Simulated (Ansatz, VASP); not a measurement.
# TiClF: VASP beside Ansatz, part 2 of 2

One calculation is typed for both programs; each brings its own data sets. How far apart do they land? The two relaxations start from unlike cells of this crystal (the structure described is Ansatz's start), so only their ends are compared.

VASP 6.6.1 and Ansatz 0.2.0.

So far: Set-up; Ansatz: relaxation of cell and atoms, PBEsol.

### 3. VASP: relaxation of cell and atoms, PBEsol

Level of this step: PBEsol, no spin polarisation; plane waves and PAW (Ti_sv, Cl, F) (VASP).

Its own start cell and the same functional, mesh and smearing now go to VASP, with its own data sets.

Lines of VASP's logs that name or quote its potential files are left out, and so is its time.

Contents of INCAR:

```
SYSTEM = TiClF
PREC = Accurate
ENCUT = 600
EDIFF = 1E-07
NELM = 120
ISMEAR = -1
SIGMA = 0.05
LREAL = .FALSE.
ALGO = Normal
GGA = PS
NBANDS = 32
LASPH = .TRUE.
LORBIT = 11
LWAVE = .FALSE.
LCHARG = .FALSE.
ISIF = 3
IBRION = 2
NSW = 80
EDIFFG = -0.005
GGA_COMPAT = .FALSE.
NELMIN = 4
KPAR = 2
```

Contents of POSCAR:

```
TiClF
1.0
    3.2173976545      0.0000000000      0.0000000000
    0.0000000000      3.2173976545      0.0000000000
    0.0000000000      0.0000000000      8.1035429690
Ti Cl F
2 2 2
Direct
    0.5000000000      0.0000000000      0.8167805594
    0.0000000000      0.5000000000      0.1832194406
    0.5000000000      0.0000000000      0.3312727639
    0.0000000000      0.5000000000      0.6687272361
    0.5000000000      0.5000000000      0.0000000000
    0.0000000000      0.0000000000      0.0000000000
```

Contents of KPOINTS:

```
Automatic mesh
0
Gamma
7 7 4
0 0 0
```

PAW data sets: Ti_sv, Cl and F (PBE family, release 64).

The run is started by

```console
> mpirun -np 2 vasp_std
```

Numbers of over 12 decimals in the logs are rounded to 6 here.

Log:

```text
[banner, memory and clock lines left out]
running    2 mpi-ranks, on    1 nodes
 distrk:  each k-point on    1 cores,    2 groups
 distr:  one band on    1 cores,    1 groups

 POSCAR found type information on POSCAR TiClF
 POSCAR found :  3 types and       6 ions
|                                                                             |
|               ----> ADVICE to this user running VASP <----                  |
|                                                                             |
|     You enforced a specific xc type in the INCAR file but a different       |
|     [... a line on the potential file left out ...]
|     I HOPE YOU KNOW WHAT YOU ARE DOING!                                     |
|                                                                             |

 LDA part: xc-table for (Slater+PW92), standard interpolation
 POSCAR, INCAR and KPOINTS ok, starting setup
 FFT: planning ... GRIDC
 FFT: planning ... GRID_SOFT
 FFT: planning ... GRID
 WAVECAR not read
 entering main loop
       N       E                     dE             d eps       ncg     rms          rms(c)
DAV:   1     0.723813109222E+03    0.72381E+03   -0.28339E+04  1920   0.200E+03
DAV:   3    -0.320211207924E+02   -0.99399E+02   -0.98355E+02  2872   0.193E+02
DAV:   4    -0.386492154949E+02   -0.66281E+01   -0.65902E+01  2944   0.459E+01
DAV:   5    -0.390278187238E+02   -0.37860E+00   -0.37833E+00  2632   0.894E+00    0.159E+01
DAV:   6    -0.354939986098E+02    0.35338E+01   -0.20939E+01  2632   0.411E+01    0.579E+00
DAV:   7    -0.354590780950E+02    0.34921E-01   -0.16876E+00  2704   0.928E+00    0.365E+00
DAV:   8    -0.354286998857E+02    0.30378E-01   -0.18953E-01  2640   0.298E+00    0.782E-01
DAV:   9    -0.354299538871E+02   -0.12540E-02   -0.24095E-02  2808   0.979E-01    0.468E-01
DAV:  10    -0.354301729247E+02   -0.21904E-03   -0.23629E-03  2784   0.395E-01    0.195E-01
DAV:  11    -0.354301823352E+02   -0.94105E-05   -0.56783E-04  2592   0.166E-01    0.373E-02
DAV:  12    -0.354301746140E+02    0.77212E-05   -0.37368E-05  2472   0.468E-02    0.168E-02
DAV:  13    -0.354301785626E+02   -0.39486E-05   -0.68968E-06  2344   0.192E-02    0.585E-03
DAV:  14    -0.354301792154E+02   -0.65283E-06   -0.98876E-07  2600   0.758E-03    0.277E-03
DAV:  15    -0.354301792819E+02   -0.66464E-07   -0.21746E-07  1864   0.308E-03
   1 F= -.35430179E+02 E0= -.35399225E+02  d E =-.354302E+02
[... from here on, the cycles between the ionic steps are left out ...]
   2 F= -.35432031E+02 E0= -.35400895E+02  d E =-.185148E-02
   3 F= -.35432188E+02 E0= -.35400987E+02  d E =-.200840E-02
  10 F= -.35438355E+02 E0= -.35406143E+02  d E =-.167452E-02
  11 F= -.35439134E+02 E0= -.35407215E+02  d E =-.245344E-02
  12 F= -.35439135E+02 E0= -.35407228E+02  d E =-.245397E-02
  13 F= -.35439201E+02 E0= -.35407245E+02  d E =-.665512E-04
  14 F= -.35439237E+02 E0= -.35407197E+02  d E =-.102846E-03
  15 F= -.35439239E+02 E0= -.35407211E+02  d E =-.104055E-03
  16 F= -.35439258E+02 E0= -.35407262E+02  d E =-.190176E-04
  17 F= -.35439260E+02 E0= -.35407278E+02  d E =-.212449E-04
 curvature:  -3.30 expect dE=-0.534E-04 dE for cont linesearch -0.844E-07
 trial: gam= 0.58976 g(F)=  0.415E-05 g(S)=  0.120E-04 ort = 0.154E-05 (trialstep = 0.127E+01)
 search vector abs. value=  0.501E-04
 bond charge predicted
       N       E                     dE             d eps       ncg     rms          rms(c)
DAV:   1    -0.354394745342E+02   -0.21455E-03   -0.12216E-02  1968   0.106E+00    0.133E-01
DAV:   2    -0.354393071021E+02    0.16743E-03   -0.15056E-03  2128   0.264E-01    0.460E-02
DAV:   3    -0.354392770937E+02    0.30008E-04   -0.14307E-04  2552   0.756E-02    0.198E-02
DAV:   4    -0.354392720630E+02    0.50307E-05   -0.23496E-05  2984   0.281E-02    0.813E-03
DAV:   5    -0.354392712982E+02    0.76483E-06   -0.38790E-06  2840   0.109E-02    0.582E-03
DAV:   6    -0.354392708938E+02    0.40433E-06   -0.80129E-07  2576   0.659E-03    0.174E-03
DAV:   7    -0.354392707278E+02    0.16601E-06   -0.79649E-08  1224   0.203E-03    0.775E-04
DAV:   8    -0.354392706747E+02    0.53180E-07   -0.31542E-08  1128   0.151E-03
  18 F= -.35439271E+02 E0= -.35407283E+02  d E =-.107736E-04
 trial-energy change:   -0.000011  1 .order   -0.000011   -0.000022   -0.000001
 step:   1.3205(harm=  1.3143)  dis= 0.00045  next Energy=   -35.439271 (dE=-0.108E-04)
 reached required accuracy - stopping structural energy minimisation
```

From OUTCAR (step 3):

```text
ion  position               nearest neighbor table
   1  0.500  0.000  0.817-   5 2.19   6 2.19   5 2.19   6 2.19   4 2.57   4 2.57   4 2.57   4 2.57

  LATTYP: Found a simple tetragonal cell.
 ALAT       =     3.2173976545
 C/A-ratio  =     2.5186637896

 Subroutine GETGRP returns: Found 16 space group operations
 (whereof  8 operations were pure point group operations)

The static configuration has the point symmetry D_2d.
 The point group associated with its full space group is D_4h.

 Found     30 irreducible k-points:

   k-points           NKPTS =     30   k-points in BZ     NKDIM =     30   number of bands    NBANDS=     32

   dimension x,y,z NGX =    28 NGY =   28 NGZ =   70
   dimension x,y,z NGXF=    56 NGYF=   56 NGZF=  140

   ENCUT  =  600.0 eV  44.10 Ry    6.64 a.u.   6.43  6.43 16.18*2*pi/ulx,y,z

   NELECT =      52.0000    total number of electrons

 k-points in reciprocal lattice and weights: Automatic mesh
   0.00000000  0.00000000  0.00000000       0.005
   0.14285714  0.00000000  0.00000000       0.020
   0.28571429  0.00000000  0.00000000       0.020
   0.42857143  0.00000000  0.00000000       0.020
   0.14285714  0.14285714  0.00000000       0.020
   0.28571429  0.14285714  0.00000000       0.041
   0.42857143  0.14285714  0.00000000       0.041
   0.28571429  0.28571429  0.00000000       0.020
   0.42857143  0.28571429  0.00000000       0.041
[...]
0.42857143  0.28571429  0.50000000       0.041
   0.42857143  0.42857143  0.50000000       0.020

 average (electrostatic) potential at core
       1 -74.0501       2 -74.0501       3 -90.6263       4 -90.6263       5 -74.4571
       6 -74.4571

 E-fermi :   7.8945

 k-point     1 :       0.0000    0.0000    0.0000
  band No.  band energies     occupation
    ...
     24       2.9066      2.00000
     25       6.1437      2.00000
     26       7.3867      1.99992
     27       7.7291      1.92939
     28       7.9307      0.65301
     29       8.2507      0.00161
     30       8.3494      0.00022
     31       9.1325      0.00000
     32       9.1325      0.00000

 k-point     2 :       0.1429    0.0000    0.0000
  band No.  band energies     occupation
    ...
     23       2.6243      2.00000
     24       2.8956      2.00000
     25       6.5385      2.00000
     26       7.6005      1.99442
     27       7.8081      1.69826
     28       7.9985      0.22222
     29       8.1085      0.02731
     30       8.3553      0.00020
     31       8.9111      0.00000
     32       9.2719      0.00000

 k-point     3 :       0.2857    0.0000    0.0000
  band No.  band energies     occupation
    ...
     22       2.3023      2.00000
     23       2.6428      2.00000
     24       2.8530      2.00000
     25       7.0321      2.00000
     26       7.5160      1.99897
     27       8.0282      0.12908
     28       8.1307      0.01763
     29       8.3147      0.00045
     30       8.4598      0.00002
     31       8.9473      0.00000
    ...

  Total        0.0019074      0.0019074      0.0007344      0.0000000      0.0000000      0.0000000
  in kB        0.0354195      0.0354195      0.0136381      0.0000000      0.0000000      0.0000000
  external PRESSURE =       0.0281590 kB  Pullay stress =       0.0000000 kB

  energy-cutoff  :      600.00
  volume of cell :       86.28
      direct lattice vectors                 reciprocal lattice vectors
     3.208473959  0.000000000  0.000000000     0.311674651 -0.000000000 -0.000000000
    -0.000000000  3.208473959 -0.000000000     0.000000000  0.311674651  0.000000000
     0.000000000 -0.000000000  8.381198918     0.000000000  0.000000000  0.119314672

 POSITION                                       TOTAL-FORCE (eV/Angst)
 -----------------------------------------------------------------------------------
      1.60424     -0.00000      6.89061         0.000000     -0.000000      0.000966
      3.20847      1.60424      1.49058        -0.000000      0.000000     -0.000966
      1.60424     -0.00000      2.70857        -0.000000      0.000000     -0.000026
      0.00000      1.60424      5.67262         0.000000     -0.000000      0.000026
      1.60424      1.60424      0.00000         0.000000      0.000000      0.000000
      0.00000      0.00000      0.00000         0.000000     -0.000000      0.000000
 -----------------------------------------------------------------------------------
    total drift:                                0.000000      0.000000      0.000000

  FREE ENERGIE OF THE ION-ELECTRON SYSTEM (eV)
  ---------------------------------------------------
  free  energy   TOTEN  =       -35.4392706747 eV

  energy  without entropy=      -35.3752950616  energy(sigma->0) =      -35.40728287

 reached required accuracy - stopping structural energy minimisation

 total charge
# of ion       s       p       d       tot
------------------------------------------
    1        2.107   6.080   1.968  10.155
    2        2.107   6.080   1.968  10.155
    3        1.588   3.485   0.000   5.073
    4        1.588   3.485   0.000   5.073
    5        1.740   4.379   0.000   6.119
    6        1.740   4.379   0.000   6.119
--------------------------------------------------
tot         10.871  27.888   3.935  42.694

[... 3 further parts left out ...]
```

This run has no spin polarisation, so a moment on Ti, if there is one, isn't seen. The run keeps the 16 symmetry operations of its start, so it cannot find a distortion of lower symmetry.

### 4. Differences

Known differences besides the potentials themselves: the cutoff is 420 eV in Ansatz and 600 eV in VASP; Ansatz makes its cores anew for this functional, VASP keeps those of its PBE data sets; Ansatz adds a Pulay correction to the stress that steers its cell, VASP none. Total energies have different zeros and are not compared.

Both answers:

| quantity | Ansatz | VASP | difference |
| --- | --- | --- | --- |
| volume (Å³) | 86.81 | 86.28 | +0.62 % |
| edge a after relaxation, in the typed setting (Å) | 3.207 | 3.208 | -0.06 % |
| edge c after relaxation, in the typed setting (Å) | 8.443 | 8.381 | +0.74 % |

### 5. Summary of results

```
difference in edge c after relaxation, in the typed setting (relaxation of cell and atoms, PBEsol) : 0.74 %
```

What this shows: The difference in edge c after relaxation, in the typed setting is 0.74 % (relaxation of cell and atoms, PBEsol), within the 1.2 % picked in this series as the mark of a large difference, as far as the stopping tolerances let one tell. How closely two codes agree says nothing of how well the functional describes the real material.

[Lines on the potential files, build, host, timing and source positions are cut from VASP's logs without a mark.]

[Logs are printed without paths, hosts, clocks, repeated set-up lines and the standing remarks that a program may print on its own settings, such as how far it seeks lower states.]

[Hosts, paths, dates, database ids (printed as entryN), source tags and the programs' standing remarks are cut or masked in the printed files.]
